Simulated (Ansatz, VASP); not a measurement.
# Cu (Cu(100)) in two plane-wave programs, part 2 of 2

Wanted: the spread between two codes on one cell, functional and k mesh. Of the first pair: The cell is taken from a series of runs on this material, whose earlier steps may have relaxed, scaled, displaced or heated it; both programs get it as it stands.

VASP 6.6.1 and Ansatz 0.2.0.

So far: Starting point; Ansatz: single point, PBE, pair 1; VASP: single point, PBE, pair 1; Differences; Ansatz: relaxation, PBE.

## 6. VASP: single point, PBE, start cell, pair 2

Level of this step: PBE; plane waves and PAW (Cu) (VASP).

The same cell, functional, mesh and smearing now go to VASP, with its own data sets.

Contents of INCAR:

```
SYSTEM = Cu
PREC = Accurate
ENCUT = 520
EDIFF = 1E-06
NELM = 120
ISMEAR = 1
SIGMA = 0.1
LREAL = .FALSE.
ALGO = Normal
GGA = PE
NBANDS = 54
LASPH = .TRUE.
LORBIT = 11
LWAVE = .FALSE.
LCHARG = .FALSE.
ISIF = 2
LDIPOL = .TRUE.
IDIPOL = 3
DIPOL = 0.5 0.5 0.5
LVHAR = .TRUE.
GGA_COMPAT = .FALSE.
NELMDL = -8
KPAR = 2
```

Contents of POSCAR:

```
Cu
1.0
    2.5526554801      0.0000000000      0.0000000000
    0.0000000000      2.5526554801      0.0000000000
    0.0000000000      0.0000000000     28.6350000000
Cu
8
Direct
    0.0000000000      0.0000000000      0.2793783831
    0.5000000000      0.5000000000      0.3424131308
    0.0000000000      0.0000000000      0.4054478785
    0.5000000000      0.5000000000      0.4684826262
    0.0000000000      0.0000000000      0.5315173738
    0.5000000000      0.5000000000      0.5945521215
    0.0000000000      0.0000000000      0.6575868692
    0.5000000000      0.5000000000      0.7206216169
```

Contents of KPOINTS:

```
Automatic mesh
0
Gamma
14 14 1
0 0 0
```

PAW data sets: Cu (PBE family, release 64).

Run with:

```sh
$ mpirun -np 2 vasp_std
```

Numbers of over 12 decimals in the logs are rounded to 6 here.

Output:

```text
[... set-up lines as in an earlier step ...]
 entering main loop
       N       E                     dE             d eps       ncg     rms          rms(c)
[... 29 cycles as in an earlier step ...]
   1 F= -.28629136E+02 E0= -.28628576E+02  d E =-.167808E-02
```

Parts of OUTCAR (step 6):

```text
[... 6 parts as in an earlier step ...]

[... 1 further part left out ...]
[key lines of the parts left out:]
E-fermi :   1.6404
```

## 7. Side by side

What differs besides the data sets and the points named for the pairs above, as far as they apply: the data sets hold 152 valence electrons in Ansatz (on its default PAW (the set named soft_2) files) and 88 in VASP. Total energies have different zeros and are not compared.

Forces (eV/Å; atoms numbered as in POSCAR):

```csv
atom,"Ansatz x, y, z","VASP x, y, z"
Cu1,"0.000, 0.000, 0.142","0.000, 0.000, 0.117"
Cu2,"0.000, 0.000, -0.232","0.000, 0.000, -0.228"
Cu3,"0.000, 0.000, 0.024","0.000, 0.000, 0.023"
Cu4,"0.000, 0.000, 0.006","0.000, 0.000, 0.005"
Cu5,"0.000, 0.000, -0.006","0.000, 0.000, -0.005"
Cu6,"0.000, 0.000, -0.024","0.000, 0.000, -0.023"
Cu7,"0.000, 0.000, 0.232","0.000, 0.000, 0.228"
Cu8,"0.000, 0.000, -0.142","0.000, 0.000, -0.117"
```

The forces differ by 7.3 meV/Å r.m.s., which is 9.8 % of the r.m.s. force of 0.074 eV/Å (both taken over all components). Where the cell holds vacuum, a pressure given here is an average over it and none of the material.

## 8. Ansatz: relaxation, PBEsol

The two programs are compared at the cell with which this relaxation starts, whose forces are those of its first step.

The structure compared here is the start of the Ansatz relaxation; VASP solves that cell, so the two are compared at the walk's first step.

Contents of input.yaml:

```yaml
crystal:
  lattice:
    - [2.519754992, 0.0, 0.0]
    - [0.0, 2.519754992, 0.0]
    - [0.0, 0.0, 28.4721508923]
  atoms:
    - { symbol: Cu, position: [0.0, 0.0, 0.2809763137] }
    - { symbol: Cu, position: [0.5, 0.5, 0.3435545098] }
    - { symbol: Cu, position: [0.0, 0.0, 0.4061327059] }
    - { symbol: Cu, position: [0.5, 0.5, 0.468710902] }
    - { symbol: Cu, position: [0.0, 0.0, 0.531289098] }
    - { symbol: Cu, position: [0.5, 0.5, 0.5938672941] }
    - { symbol: Cu, position: [0.0, 0.0, 0.6564454902] }
    - { symbol: Cu, position: [0.5, 0.5, 0.7190236863] }
hamiltonian:
  xc: pbesol
kpoints:
  mp_grid: { grid: [14, 14, 1] }
scf:
  occupations: { method: methfessel_paxton, width: 0.1 }
  convergence: { dr2_threshold: 1.0e-09 }
efield:
  axis: 3
  dipole_correction: true
relax:
  f_tol: 0.01
  max_steps: 40
  constraints: [{ sites: [3, 4] }]
output:
  write_potential: true
  write_density: true
  volumetric_format: npy
```

Run with:

```sh
$ ansatz run input.yaml --threads 2 --pin off --max-ram 4096MiB --backend cpu --events-out ev --progress --plain --runs-dir out
```

Output:

```text
[...]
Crystal: 8 atoms, lattice volume = 180.774 Å³
Basis set: ecut = 420 eV, 3519 PW (Γ), exchange–correlation on 36×36×384 points (8 copies of the dense FFT grid, shifted against one another)
Bands: 92, of which v1, the nominal top of the filled ones, is band 76 counted from 1 (75 counted from 0)
Symmetry: 8 space group operations
k-points: 36 of 196
[...]
atoms:
    - { symbol: Cu, position: [0, 0.0, 0.283182] }
    - { symbol: Cu, position: [0.500000, 0.500000, 0.343688] }
    - { symbol: Cu, position: [0, 0.0, 0.406387] }
    - { symbol: Cu, position: [0.500000, 0.500000, 0.468711] }
    - { symbol: Cu, position: [0.0, 0.0, 0.531289] }
    - { symbol: Cu, position: [0.500000, 0.500000, 0.593613] }
    - { symbol: Cu, position: [0, 0.0, 0.656312] }
    - { symbol: Cu, position: [0.500000, 0.500000, 0.716818] }
[key lines of the parts left out:]
SCF converged after 9 iterations
Free energy (F): -52708.728359 eV
Fermi energy:    6.496383 eV
Dipole field:    D = -0.000007 V/Å  (p = -0.000007 e·Å, saw-weighted, corrected)
Work function:   Φ+ = 4.6191 eV   Φ− = 4.6189 eV
```

## 9. VASP: single point, PBEsol, start cell

The same cell, functional, mesh and smearing now go to VASP, with its own data sets.

INCAR, as its differences from that of step 6:

```diff
@@ -9,3 +9,3 @@
 ALGO = Normal
-GGA = PE
+GGA = PS
 NBANDS = 54
```

Contents of POSCAR:

```
Cu
1.0
    2.5197549920      0.0000000000      0.0000000000
    0.0000000000      2.5197549920      0.0000000000
    0.0000000000      0.0000000000     28.4721508923
Cu
8
Direct
    0.0000000000      1.0000000000      0.2809763118
    0.5000000000      0.5000000000      0.3435545134
    0.0000000000      1.0000000000      0.4061327151
    0.5000000000      0.5000000000      0.4687109167
    0.0000000000      1.0000000000      0.5312890833
    0.5000000000      0.5000000000      0.5938672849
    0.0000000000      1.0000000000      0.6564454866
    0.5000000000      0.5000000000      0.7190236882
```

KPOINTS is that of step 6.

Run with:

```sh
$ mpirun -np 2 vasp_std
```

Output:

```text
[banner, memory and clock lines left out]
running    2 mpi-ranks, on    1 nodes
[...]
|                                                                             |
|               ----> ADVICE to this user running VASP <----                  |
|                                                                             |
|     You enforced a specific xc type in the INCAR file but a different       |
|     [... a line on the potential file left out ...]
|     I HOPE YOU KNOW WHAT YOU ARE DOING!                                     |
|                                                                             |

 LDA part: xc-table for (Slater+PW92), standard interpolation
 POSCAR, INCAR and KPOINTS ok, starting setup
[...]
entering main loop
       N       E                     dE             d eps       ncg     rms          rms(c)
DAV:   1     0.824816662156E+03    0.82482E+03   -0.39195E+04  3888   0.239E+03
DAV:   2     0.707331563331E+02   -0.75408E+03   -0.73244E+03  3888   0.466E+02
DAV:   3    -0.369240607809E+02   -0.10766E+03   -0.10121E+03  4056   0.225E+02
DAV:   4    -0.411485514796E+02   -0.42245E+01   -0.41892E+01  4316   0.614E+01
[...]
DAV:  27    -0.330402902697E+02   -0.59940E-05   -0.25845E-07  2456   0.649E-03    0.401E-04
DAV:  28    -0.330402932951E+02   -0.30254E-05   -0.13251E-07  2370   0.370E-03    0.403E-04
DAV:  29    -0.330402940757E+02   -0.78058E-06   -0.52089E-08  2428   0.363E-03
   1 F= -.33040294E+02 E0= -.33040112E+02  d E =-.544995E-03
```

From OUTCAR (step 9):

```text
  Total       -1.3766584     -1.3766584     -0.8275046      0.0000000      0.0000000      0.0000000
  in kB      -12.2011251    -12.2011251     -7.3340537      0.0000000      0.0000000      0.0000000
  external PRESSURE =     -10.5787680 kB  Pullay stress =       0.0000000 kB

 POSITION                                       TOTAL-FORCE (eV/Angst)
 -----------------------------------------------------------------------------------
      0.00000      0.00000      8.00000         0.000000     -0.000000      0.227895
      1.25988      1.25988      9.78174        -0.000000     -0.000000     -0.250384
      0.00000      0.00000     11.56347        -0.000000     -0.000000      0.024770
      1.25988      1.25988     13.34521         0.000000     -0.000000      0.006560
      0.00000      0.00000     15.12694         0.000000      0.000000     -0.006560
      1.25988      1.25988     16.90868         0.000000      0.000000     -0.024770
      0.00000      0.00000     18.69041         0.000000     -0.000000      0.250384
      1.25988      1.25988     20.47215         0.000000      0.000000     -0.227895
 -----------------------------------------------------------------------------------
    total drift:                               -0.000000      0.000000      0.000000

  FREE ENERGIE OF THE ION-ELECTRON SYSTEM (eV)
  ---------------------------------------------------
  free  energy   TOTEN  =       -33.0402940757 eV

  energy  without entropy=      -33.0397490810  energy(sigma->0) =      -33.04011241

[... 1 part as in an earlier step ...]

[... 2 further parts left out ...]
[key lines of the parts left out:]
E-fermi :   1.6849
```

## 10. Comparison

What differs besides the data sets and the points named for the pairs above, as far as they apply: the data sets hold 152 valence electrons in Ansatz (on its default PAW (the set named soft_2) files) and 88 in VASP; Ansatz makes its cores anew for this functional, VASP keeps those of its PBE data sets. Total energies have different zeros and are not compared.

Forces (eV/Å; atoms numbered as in POSCAR):

| atom | Ansatz x, y, z | VASP x, y, z |
| --- | --- | --- |
| Cu1 | 0.000, 0.000, 0.260 | 0.000, 0.000, 0.228 |
| Cu2 | 0.000, 0.000, -0.253 | 0.000, 0.000, -0.250 |
| Cu3 | 0.000, 0.000, 0.024 | 0.000, 0.000, 0.025 |
| Cu4 | 0.000, 0.000, 0.007 | 0.000, 0.000, 0.007 |
| Cu5 | 0.000, 0.000, -0.007 | 0.000, 0.000, -0.007 |
| Cu6 | 0.000, 0.000, -0.024 | 0.000, 0.000, -0.025 |
| Cu7 | 0.000, 0.000, 0.253 | 0.000, 0.000, 0.250 |
| Cu8 | 0.000, 0.000, -0.260 | 0.000, 0.000, -0.228 |

The forces differ by 9.4 meV/Å r.m.s., which is 9.6 % of the r.m.s. force of 0.098 eV/Å (both taken over all components). Where the cell holds vacuum, a pressure given here is an average over it and none of the material.

## 11. Outcome

```
difference in work function, higher of the two faces (single point, PBE, pair 1) : 0.021 eV
r.m.s. force difference (single point, PBE, start cell, pair 2)                  : 7.3 meV/Å
r.m.s. force difference (single point, PBEsol, start cell)                       : 9.4 meV/Å
```

**Reading.** The r.m.s. force difference is 9.4 meV/Å (single point, PBEsol, start cell), within the 12 meV/Å picked in this series as the mark of a large difference. The data sets hold unlike numbers of valence electrons (152 in Ansatz and 88 in VASP), so part of the differences may come from the potentials. Pairs 1 and 2 hold one cell, so they aren't independent. 5 further pairs of this series are not shown here. How closely two codes agree says nothing of how well the functional describes the real material.

[Lines on the potential files, build, host, timing and source positions are cut from VASP's logs without a mark.]

[Logs are printed without paths, hosts, clocks, repeated set-up lines and the standing remarks that a program may print on its own settings, such as how far it seeks lower states.]

[Hosts, paths, dates, database ids (printed as entryN), source tags and the programs' standing remarks are cut or masked in the printed files.]
